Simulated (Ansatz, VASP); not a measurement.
# SiC (Moissanite) in two plane-wave programs, part 2 of 3

One calculation is typed for both programs; each brings its own data sets. How far apart do they land? The cell is taken from a series of runs on this material, whose earlier steps may have relaxed, scaled, displaced or heated it; both programs get it as it stands.

VASP 6.6.1 and Ansatz 0.2.0.

So far: The structure; Ansatz: zone-centre phonons, PBE.

## Step 3: VASP: zone-centre phonons, PBE

Level of this step: PBE; plane waves and PAW (Si, C) (VASP).

The same cell, functional and mesh now go to VASP, with its own data sets.

Lines of VASP's logs that name or quote its potential files are left out, and so is its time.

INCAR reads:

```
SYSTEM = SiC
PREC = Accurate
ENCUT = 600
EDIFF = 1E-08
NELM = 120
ISMEAR = 0
SIGMA = 0.01
LREAL = .FALSE.
ALGO = Normal
GGA = PE
NBANDS = 14
LORBIT = 11
LWAVE = .FALSE.
LCHARG = .FALSE.
ISIF = 2
IBRION = 8
LEPSILON = .TRUE.
LASPH = .TRUE.
GGA_COMPAT = .FALSE.
EFERMI = MIDGAP
KPAR = 2
```

POSCAR reads:

```
SiC
1.0
    3.0760000000      0.0000000000      0.0000000000
   -1.5380000000      2.6638941420      0.0000000000
    0.0000000000      0.0000000000      5.0480000000
Si C
2 2
Direct
    0.3333333334      0.6666666668      0.0045946358
    0.6666666668      0.3333333334      0.5045946358
    0.3333333334      0.6666666668      0.3804053642
    0.6666666668      0.3333333334      0.8804053642
```

KPOINTS reads:

```
Automatic mesh
0
Gamma
9 9 6
0 0 0
```

PAW data sets: Si and C (PBE family, release 64).

Launch:

```bash
> mpirun -np 2 vasp_std
```

Log:

```text
[banner, memory and clock lines left out]
running    2 mpi-ranks, on    1 nodes
 distrk:  each k-point on    1 cores,    2 groups
 distr:  one band on    1 cores,    1 groups

 POSCAR found type information on POSCAR SiC
 POSCAR found :  2 types and       4 ions
 LDA part: xc-table for (Slater+PW92), standard interpolation
 POSCAR, INCAR and KPOINTS ok, starting setup
 FFT: planning ... GRIDC
 FFT: planning ... GRID_SOFT
 FFT: planning ... GRID
 WAVECAR not read
 entering main loop
       N       E                     dE             d eps       ncg     rms          rms(c)
DAV:   1     0.354977863438E+02    0.35498E+02   -0.80567E+03  1344   0.116E+03
DAV:   2    -0.306175289235E+02   -0.66115E+02   -0.60537E+02  1888   0.181E+02
DAV:   3    -0.337999076147E+02   -0.31824E+01   -0.31644E+01  1860   0.378E+01
DAV:   4    -0.338305123502E+02   -0.30605E-01   -0.30599E-01  1518   0.446E+00
DAV:   5    -0.338308886327E+02   -0.37628E-03   -0.37624E-03  1866   0.468E-01    0.125E+01
DAV:   6    -0.302020812853E+02    0.36288E+01   -0.85174E+00  1722   0.179E+01    0.562E+00
DAV:   7    -0.301233707017E+02    0.78711E-01   -0.11029E+00  1848   0.643E+00    0.245E+00
DAV:   8    -0.301071279279E+02    0.16243E-01   -0.53932E-02  1554   0.156E+00    0.613E-01
DAV:   9    -0.301056173885E+02    0.15105E-02   -0.85595E-03  1734   0.648E-01    0.127E-01
DAV:  10    -0.301058973848E+02   -0.28000E-03   -0.85642E-04  1662   0.190E-01    0.575E-02
DAV:  11    -0.301059243344E+02   -0.26950E-04   -0.99337E-05  1536   0.770E-02    0.134E-02
DAV:  12    -0.301059256079E+02   -0.12735E-05   -0.49595E-06  1788   0.159E-02    0.342E-03
DAV:  13    -0.301059261235E+02   -0.51566E-06   -0.33684E-07  1596   0.409E-03    0.236E-03
DAV:  14    -0.301059261496E+02   -0.26093E-07   -0.82919E-09  1376   0.731E-04    0.120E-03
DAV:  15    -0.301059261145E+02    0.35169E-07   -0.18985E-08  1294   0.881E-04    0.890E-05
DAV:  16    -0.301059261125E+02    0.19077E-08   -0.15688E-09   834   0.319E-04
   1 F= -.30105926E+02 E0= -.30105926E+02  d E =0.000000E+00
 Linear response reoptimize wavefunctions to high precision
DAV:   1    -0.301059261141E+02   -0.15916E-08   -0.11097E-10   948   0.896E-05
DAV:   2    -0.301059261142E+02   -0.40018E-10   -0.14684E-11   822   0.308E-05
 Linear response G [H, r] |phi>, progress :
  Direction:   1
       N       E                     dE             d eps       ncg     rms
RMM:   1    -0.697776555422E+02   -0.69778E+02    0.63025E+01  3485   0.643E+01
RMM:   2    -0.517692238309E+02    0.18008E+02   -0.64403E+00  2292   0.179E+01
RMM:   3    -0.518043746809E+02   -0.35151E-01   -0.15277E-01  2430   0.216E+00
RMM:   4    -0.518005302635E+02    0.38444E-02   -0.10156E-02  2627   0.351E-01
RMM:   5    -0.517999810827E+02    0.54918E-03   -0.13233E-03  2614   0.665E-02
RMM:   6    -0.517998876559E+02    0.93427E-04   -0.20655E-04  2685   0.145E-02
RMM:   7    -0.517998718086E+02    0.15847E-04   -0.37537E-05  2634   0.332E-03
RMM:   8    -0.517998690722E+02    0.27364E-05   -0.11891E-05  2558   0.839E-04
RMM:   9    -0.517998681716E+02    0.90066E-06   -0.92991E-06  2131   0.241E-04
RMM:  10    -0.517998680398E+02    0.13177E-06    0.22625E-06  1760   0.887E-05
RMM:  11    -0.517998680372E+02    0.25462E-08    0.32867E-06  1632   0.523E-05
RMM:  12    -0.517998680351E+02    0.21031E-08    0.19328E-06  1559   0.419E-05
RMM:  13    -0.517998680525E+02   -0.17395E-07    0.40236E-07  1358   0.396E-05
RMM:  14    -0.517998680525E+02    0.21444E-10   -0.20872E-08  1220   0.395E-05
 Linear response G [H, r] |phi>, progress :
  Direction:   2
       N       E                     dE             d eps       ncg     rms
RMM:   1    -0.808369296498E+02   -0.80837E+02   -0.11286E+02  3400   0.610E+01
RMM:   2    -0.649215984283E+02    0.15915E+02   -0.48304E+00  2273   0.162E+01
RMM:   3    -0.649713368642E+02   -0.49738E-01   -0.59847E-02  2415   0.185E+00
RMM:   4    -0.649727603980E+02   -0.14235E-02   -0.31629E-05  2562   0.278E-01
RMM:   5    -0.649729158768E+02   -0.15548E-03    0.24177E-04  2565   0.475E-02
RMM:   6    -0.649729414560E+02   -0.25579E-04    0.53822E-05  2623   0.906E-03
RMM:   7    -0.649729459402E+02   -0.44842E-05    0.11731E-05  2583   0.179E-03
RMM:   8    -0.649729469326E+02   -0.99239E-06    0.13553E-06  2479   0.383E-04
RMM:   9    -0.649729470172E+02   -0.84569E-07   -0.16250E-05  2007   0.102E-04
RMM:  10    -0.649729470025E+02    0.14683E-07   -0.21840E-07  1635   0.457E-05
RMM:  11    -0.649729470080E+02   -0.54518E-08   -0.14078E-08  1478   0.390E-05
 Linear response G [H, r] |phi>, progress :
  Direction:   3
       N       E                     dE             d eps       ncg     rms
RMM:   1    -0.821570168735E+02   -0.82157E+02   -0.74044E+01  3381   0.620E+01
RMM:   2    -0.581895302362E+02    0.23967E+02   -0.57062E+00  2242   0.164E+01
RMM:   3    -0.582362055301E+02   -0.46675E-01   -0.81576E-02  2393   0.189E+00
RMM:   4    -0.582376086867E+02   -0.14032E-02   -0.13190E-03  2519   0.279E-01
[...]
RMM:   5    -0.744091337664E+00   -0.89847E-07   -0.32710E-08  2337   0.122E-03
RMM:   6    -0.744091344930E+00   -0.72654E-08    0.88002E-09  1822   0.221E-04
 change of polarisation eV/A/(eV/A) component  3 :    -0.181    -0.112     1.488
 dielectric tensor                  component  3 :    -0.792    -0.491     7.510
[...]
RMM:   4    -0.764710596243E+00   -0.31856E-01   -0.15655E-02  2279   0.736E-01    0.121E-01
RMM:   5    -0.771298233440E+00   -0.65876E-02   -0.44729E-04  2320   0.148E-01    0.198E-02
RMM:   6    -0.772028027507E+00   -0.72979E-03   -0.10838E-05  2450   0.228E-02    0.772E-03
RMM:   7    -0.772215836413E+00   -0.18781E-03   -0.85322E-07  2392   0.715E-03    0.208E-03
RMM:   8    -0.772312680948E+00   -0.96845E-04   -0.20501E-07  2431   0.334E-03    0.335E-04
RMM:   9    -0.772314706017E+00   -0.20251E-05   -0.33913E-09  2493   0.616E-04    0.909E-05
RMM:  10    -0.772315607065E+00   -0.90105E-06    0.30406E-09  2169   0.140E-04    0.178E-05
RMM:  11    -0.772315458062E+00    0.14900E-06    0.26335E-08  1430   0.433E-05    0.329E-06
 change of polarisation eV/A/(eV/A) component  3 :    -0.181    -0.113     1.436
 dielectric tensor                  component  3 :    -0.791    -0.493     7.283
 Linear response DOF=           4
 Linear response progress:
  Degree of freedom:   1/  4
       N       E                     dE             d eps       ncg     rms          rms(c)
RMM:   1    -0.174155486747E-01   -0.17416E-01    0.10057E-03 16936   0.952E-01
RMM:   2    -0.147402399316E-01    0.26753E-02   -0.95479E-04 11256   0.239E-01    0.127E-01
RMM:   3    -0.146421134029E-01    0.98127E-04    0.22997E-05 11724   0.624E-02    0.736E-02
RMM:   4    -0.146876948226E-01   -0.45581E-04   -0.78378E-06 11097   0.623E-02    0.965E-03
RMM:   5    -0.146657720431E-01    0.21923E-04   -0.61097E-06 11974   0.135E-02    0.203E-03
RMM:   6    -0.146633576191E-01    0.24144E-05    0.26012E-07 12436   0.242E-03    0.993E-04
RMM:   7    -0.146615340539E-01    0.18236E-05   -0.35745E-07 12616   0.573E-04    0.917E-05
RMM:   8    -0.146614500360E-01    0.84018E-07   -0.74833E-08 12770   0.117E-04    0.231E-05
RMM:   9    -0.146614854222E-01   -0.35386E-07    0.64202E-08 12782   0.369E-05    0.758E-06
RMM:  10    -0.146614690498E-01    0.16372E-07    0.52119E-09 12730   0.137E-05    0.133E-06
RMM:  11    -0.146614623102E-01    0.67396E-08    0.40141E-09 12105   0.351E-06    0.469E-07
 first order change of Fermi-energy  -0.84883E+00
 force on displaced ion       1 direction 1 : -20.056  -0.002  -0.000
 Born effective charge ion    1 direction 1 :   2.653  -0.000  -0.000
 Linear response progress:
  Degree of freedom:   2/  4
       N       E                     dE             d eps       ncg     rms          rms(c)
RMM:   1    -0.324891753453E-01   -0.32489E-01    0.68216E-02  4549   0.144E+00
RMM:   2    -0.276450366025E-01    0.48441E-02   -0.26040E-03  2851   0.387E-01    0.149E-01
RMM:   3    -0.271720850952E-01    0.47295E-03   -0.48411E-04  2961   0.121E-01    0.806E-02
RMM:   4    -0.269981654487E-01    0.17392E-03   -0.42794E-04  3037   0.748E-02    0.296E-02
RMM:   5    -0.269615318040E-01    0.36634E-04   -0.25916E-04  3038   0.304E-02    0.595E-03
RMM:   6    -0.269428165235E-01    0.18715E-04   -0.50544E-06  2988   0.830E-03    0.191E-03
RMM:   7    -0.269423236454E-01    0.49288E-06   -0.38515E-06  3162   0.211E-03    0.714E-04
RMM:   8    -0.269430907237E-01   -0.76708E-06   -0.17178E-06  3091   0.998E-04    0.247E-04
RMM:   9    -0.269429617346E-01    0.12899E-06   -0.29175E-07  3195   0.296E-04    0.493E-05
RMM:  10    -0.269430092901E-01   -0.47556E-07   -0.35766E-07  3217   0.944E-05    0.251E-05
RMM:  11    -0.269429641171E-01    0.45173E-07   -0.59874E-07  3126   0.454E-05    0.539E-06
RMM:  12    -0.269429505277E-01    0.13589E-07   -0.32588E-08  3217   0.927E-06    0.199E-06
RMM:  13    -0.269429503013E-01    0.22637E-09   -0.30180E-08  2954   0.386E-06    0.740E-07
 first order change of Fermi-energy  -0.41869E+00
 force on displaced ion       1 direction 3 :   0.000  -0.000 -27.151
 Born effective charge ion    1 direction 3 :   0.000   0.000   2.857
 Linear response progress:
  Degree of freedom:   3/  4
       N       E                     dE             d eps       ncg     rms          rms(c)
RMM:   1    -0.127766497843E+00   -0.12777E+00    0.69261E-02 14803   0.206E+00
RMM:   2    -0.124867286865E+00    0.28992E-02   -0.37199E-03 11095   0.423E-01    0.202E-01
RMM:   3    -0.124977965072E+00   -0.11068E-03   -0.10317E-03 10794   0.191E-01    0.102E-01
RMM:   4    -0.126128931530E+00   -0.11510E-02   -0.93363E-04 10974   0.166E-01    0.199E-02
RMM:   5    -0.126054956045E+00    0.73975E-04   -0.14324E-05 12030   0.278E-02    0.305E-03
RMM:   6    -0.126097337168E+00   -0.42381E-04   -0.41603E-07 12575   0.565E-03    0.106E-03
RMM:   7    -0.126092023231E+00    0.53139E-05    0.16362E-06 12710   0.125E-03    0.242E-04
RMM:   8    -0.126093481175E+00   -0.14579E-05   -0.58662E-07 12845   0.311E-04    0.425E-05
RMM:   9    -0.126093336072E+00    0.14510E-06   -0.60412E-07 12802   0.922E-05    0.916E-06
RMM:  10    -0.126093440571E+00   -0.10450E-06   -0.10317E-07 12993   0.260E-05    0.641E-06
RMM:  11    -0.126093369795E+00    0.70776E-07   -0.77873E-08 12395   0.124E-05    0.107E-06
RMM:  12    -0.126093380552E+00   -0.10757E-07   -0.21968E-08 11836   0.328E-06    0.419E-07
RMM:  13    -0.126093374839E+00    0.57132E-08   -0.57112E-09  8705   0.140E-06    0.518E-08
 first order change of Fermi-energy  -0.46168E+00
 force on displaced ion       3 direction 1 : -19.439  -0.000  -0.000
 Born effective charge ion    3 direction 1 :  -2.666   0.000  -0.000
 Linear response progress:
  Degree of freedom:   4/  4
       N       E                     dE             d eps       ncg     rms          rms(c)
RMM:   1    -0.139799405543E+00   -0.13980E+00    0.91633E-02  3731   0.213E+00
RMM:   2    -0.135226121713E+00    0.45733E-02   -0.18491E-03  2858   0.440E-01    0.215E-01
RMM:   3    -0.134942976657E+00    0.28315E-03   -0.20752E-03  2926   0.233E-01    0.107E-01
RMM:   4    -0.135586428434E+00   -0.64345E-03   -0.47749E-04  2942   0.117E-01    0.384E-02
RMM:   5    -0.135798311045E+00   -0.21188E-03   -0.19206E-05  2940   0.357E-02    0.869E-03
RMM:   6    -0.135825982572E+00   -0.27672E-04    0.15316E-06  3133   0.718E-03    0.236E-03
RMM:   7    -0.135805164504E+00    0.20818E-04    0.22944E-06  2974   0.327E-03    0.660E-04
RMM:   8    -0.135811114212E+00   -0.59497E-05   -0.61615E-07  3223   0.100E-03    0.196E-04
RMM:   9    -0.135811105744E+00    0.84675E-08   -0.40495E-08  3204   0.305E-04    0.564E-05
 first order change of Fermi-energy   0.41868E+00
 force on displaced ion       3 direction 3 :   0.000   0.000 -24.230
 Born effective charge ion    3 direction 3 :   0.000   0.000  -2.857
 Born effective charges drift removed
 Linear response finished
```

(Part 2 of 3 ends here.)

[Lines on the potential files, build, host, timing and source positions are cut from VASP's logs without a mark.]

[Logs are printed without paths, hosts, clocks, repeated set-up lines and the standing remarks that a program may print on its own settings, such as how far it seeks lower states.]

[Hosts, paths, dates, database ids (printed as entryN), source tags and the programs' standing remarks are cut or masked in the printed files.]
